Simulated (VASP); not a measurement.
Calculation: PBE GGA, VASP's PBE PAW potentials (set 64) (plane waves; VASP 6.6.1).

The input files of a VASP run:

**POSCAR**
```
GaAs
1
    0.0000000000     2.8250000000     2.8250000000
    2.8250000000     0.0000000000     2.8250000000
    2.8250000000     2.8250000000     0.0000000000
Ga As
1 1
Direct
 -0.0123893805   0.0123893805   0.0300884956
  0.2500000000   0.2500000000   0.2500000000
```

KPOINTS:
```
kpoints
0
G
  6 6 6
0 0 0
```

### INCAR
```
SYSTEM = GaAs
PREC = Accurate; ENCUT = 400; LREAL = .FALSE.
LASPH = .TRUE.
EDIFF = 1E-6; NELM = 100; ALGO = Normal
LMAXMIX = 4
ISMEAR = 0; SIGMA = 0.05
GGA = PE
IBRION = 2; NSW = 40; ISIF = 2
EDIFFG = -0.01
LWAVE = .FALSE.; LCHARG = .FALSE.
```

POTCAR, in this order: Ga_d As (PBE.64 set). Program: vasp_std.

What VASP printed:

**OSZICAR**
```
       N       E                     dE             d eps       ncg     rms          rms(c)
DAV:   1     0.758171921418E+02    0.75817E+02   -0.81182E+03  2928   0.170E+03
DAV:   2    -0.269067110707E+01   -0.78508E+02   -0.75808E+02  3192   0.298E+02
DAV:   3    -0.822250599911E+01   -0.55318E+01   -0.54920E+01  3637   0.711E+01
DAV:   4    -0.831179861369E+01   -0.89293E-01   -0.89252E-01  3357   0.100E+01
DAV:   5    -0.831339262348E+01   -0.15940E-02   -0.15939E-02  3603   0.113E+00    0.296E+00
DAV:   6    -0.816190970323E+01    0.15148E+00   -0.27537E-01  4350   0.101E+01    0.179E+00
DAV:   7    -0.814132671771E+01    0.20583E-01   -0.79574E-02  3648   0.237E+00    0.575E-01
DAV:   8    -0.814211420840E+01   -0.78749E-03   -0.11474E-02  3417   0.148E+00    0.112E-01
DAV:   9    -0.814253264292E+01   -0.41843E-03   -0.11122E-03  3450   0.453E-01    0.519E-02
DAV:  10    -0.814260408219E+01   -0.71439E-04   -0.91605E-05  3683   0.116E-01    0.280E-02
DAV:  11    -0.814265701665E+01   -0.52934E-04   -0.81280E-05  3102   0.791E-02    0.325E-03
DAV:  12    -0.814265734429E+01   -0.32764E-06   -0.15252E-06  2707   0.205E-02
   1 F= -.81426573E+01 E0= -.81426520E+01  d E =-.814266E+01
       N       E                     dE             d eps       ncg     rms          rms(c)
DAV:   1    -0.818215170513E+01   -0.39495E-01   -0.16337E+01  3287   0.355E+01    0.399E-01
DAV:   2    -0.822120686803E+01   -0.39055E-01   -0.39955E-01  3252   0.590E+00    0.159E-01
DAV:   3    -0.822220380599E+01   -0.99694E-03   -0.12211E-02  4276   0.113E+00    0.964E-02
DAV:   4    -0.822218576777E+01    0.18038E-04   -0.48655E-04  3443   0.374E-01    0.206E-02
DAV:   5    -0.822219741853E+01   -0.11651E-04   -0.88321E-05  3182   0.117E-01    0.996E-03
DAV:   6    -0.822219859670E+01   -0.11782E-05   -0.98902E-06  3613   0.480E-02    0.307E-03
DAV:   7    -0.822219878944E+01   -0.19274E-06   -0.24659E-06  2732   0.277E-02
   2 F= -.82221988E+01 E0= -.82221988E+01  d E =-.795414E-01
       N       E                     dE             d eps       ncg     rms          rms(c)
DAV:   1    -0.822233444967E+01   -0.13585E-03   -0.58111E-02  3187   0.198E+00    0.227E-02
DAV:   2    -0.822245254273E+01   -0.11809E-03   -0.12109E-03  3569   0.341E-01    0.920E-03
DAV:   3    -0.822245358810E+01   -0.10454E-05   -0.19936E-05  3937   0.437E-02    0.527E-03
DAV:   4    -0.822245352323E+01    0.64868E-07   -0.13676E-06  2366   0.187E-02
   3 F= -.82224535E+01 E0= -.82224535E+01  d E =-.797962E-01
       N       E                     dE             d eps       ncg     rms          rms(c)
DAV:   1    -0.822326087511E+01   -0.80729E-03   -0.28640E-01  3242   0.439E+00    0.511E-02
DAV:   2    -0.822385017563E+01   -0.58930E-03   -0.60541E-03  3631   0.764E-01    0.205E-02
DAV:   3    -0.822385498196E+01   -0.48063E-05   -0.94543E-05  3825   0.973E-02    0.116E-02
DAV:   4    -0.822385469031E+01    0.29165E-06   -0.75169E-06  3392   0.416E-02
   4 F= -.82238547E+01 E0= -.82238547E+01  d E =-.140117E-02
       N       E                     dE             d eps       ncg     rms          rms(c)
DAV:   1    -0.822385619820E+01   -0.12162E-05   -0.60421E-04  3272   0.203E-01    0.274E-03
DAV:   2    -0.822385742940E+01   -0.12312E-05   -0.12675E-05  3597   0.347E-02    0.113E-03
DAV:   3    -0.822385746410E+01   -0.34701E-07   -0.17836E-07  1671   0.484E-03
   5 F= -.82238575E+01 E0= -.82238575E+01  d E =-.140394E-02
       N       E                     dE             d eps       ncg     rms          rms(c)
DAV:   1    -0.822385674299E+01    0.68642E-06   -0.12337E-04  3157   0.912E-02    0.112E-03
DAV:   2    -0.822385696638E+01   -0.22339E-06   -0.23154E-06  2289   0.161E-02
   6 F= -.82238570E+01 E0= -.82238570E+01  d E =-.140344E-02
       N       E                     dE             d eps       ncg     rms          rms(c)
DAV:   1    -0.822387049040E+01   -0.13747E-04   -0.45387E-03  3202   0.552E-01    0.643E-03
DAV:   2    -0.822387969396E+01   -0.92036E-05   -0.94514E-05  3525   0.956E-02    0.260E-03
DAV:   3    -0.822387976987E+01   -0.75906E-07   -0.14460E-06  2745   0.127E-02
   7 F= -.82238798E+01 E0= -.82238798E+01  d E =-.228035E-04
```

OUTCAR:
```
------------------------ aborting loop because EDIFF is reached ----------------------------------------
  FORCE on cell =-STRESS in cart. coord.  units (eV):
  Direction    XX          YY          ZZ          XY          YZ          ZX
  --------------------------------------------------------------------------------------
  Total        0.9604666      0.9601714      0.9606966     -0.0027774     -0.0013572     -0.0008450
  in kB       34.1277357     34.1172484     34.1359096     -0.0986895     -0.0482240     -0.0300266
  external PRESSURE =      34.1269646 kB  Pullay stress =       0.0000000 kB
  volume of cell :       45.09
      direct lattice vectors                 reciprocal lattice vectors
     0.000000000  2.825000000  2.825000000    -0.176991150  0.176991150  0.176991150
     2.825000000  0.000000000  2.825000000     0.176991150 -0.176991150  0.176991150
     2.825000000  2.825000000  0.000000000     0.176991150  0.176991150 -0.176991150
  FREE ENERGIE OF THE ION-ELECTRON SYSTEM (eV)
  ---------------------------------------------------
  free  energy   TOTEN  =        -8.2238797699 eV

  energy  without entropy=       -8.2238797699  energy(sigma->0) =       -8.22387977

 reached required accuracy - stopping structural energy minimisation
```
(Selected blocks of OUTCAR.)

File CONTCAR:
```
GaAs
   1.00000000000000
     0.0000000000000000    2.8250000000000002    2.8250000000000002
     2.8250000000000002    0.0000000000000000    2.8250000000000002
     2.8250000000000002    2.8250000000000002    0.0000000000000000
  Ga              As
     1     1
Direct
     0.9937700787454626    0.0061686178358659    0.0150654411979389
     0.2438405407545408    0.2562207626641307    0.2650230544020587
```

File OUTCAR:
```
 val. band max:        3.9600040455   @ k =   0.0000   0.0000   0.0000

 cond. band min:       4.4914203955   @ k =   0.0000   0.0000   0.0000


 Fermi energy:         4.1661787161

 k-point     1 :       0.0000    0.0000    0.0000
  band No.  band energies     occupation
      1     -10.8625      2.00000
      2     -10.8624      2.00000
      3     -10.8623      2.00000
      4     -10.7830      2.00000
      5     -10.7830      2.00000
      6      -8.7815      2.00000
      7       3.9578      2.00000
      8       3.9588      2.00000
      9       3.9600      2.00000
     10       4.4914      0.00000
     11       7.6813      0.00000
     12       7.6820      0.00000
     13       7.6827      0.00000

 k-point     2 :       0.1667    0.0000    0.0000
  band No.  band energies     occupation
      1     -10.8848      2.00000
      2     -10.8562      2.00000
      3     -10.8561      2.00000
      4     -10.7828      2.00000
      5     -10.7828      2.00000
      6      -8.4600      2.00000
      7       1.2447      2.00000
      8       3.5761      2.00000
      9       3.5774      2.00000
     10       5.5983      0.00000
     11       8.2301      0.00000
     12       8.2314      0.00000
     13       8.6446      0.00000

 k-point     3 :       0.0000    0.1667    0.0000
  band No.  band energies     occupation
      1     -10.8847      2.00000
      2     -10.8563      2.00000
      3     -10.8561      2.00000
      4     -10.7828      2.00000
      5     -10.7828      2.00000
      6      -8.4600      2.00000
      7       1.2449      2.00000
      8       3.5759      2.00000
      9       3.5775      2.00000
     10       5.5982      0.00000
     11       8.2300      0.00000
     12       8.2315      0.00000
     13       8.6446      0.00000

 k-point     4 :       0.0000    0.0000    0.1667
  band No.  band energies     occupation
      1     -10.8847      2.00000
      2     -10.8563      2.00000
      3     -10.8562      2.00000
...
```

The compound is GaAs in the zinc blende structure. In the starting cell atoms are displaced from their ideal sites. This run relaxes the ions in a fixed cell.
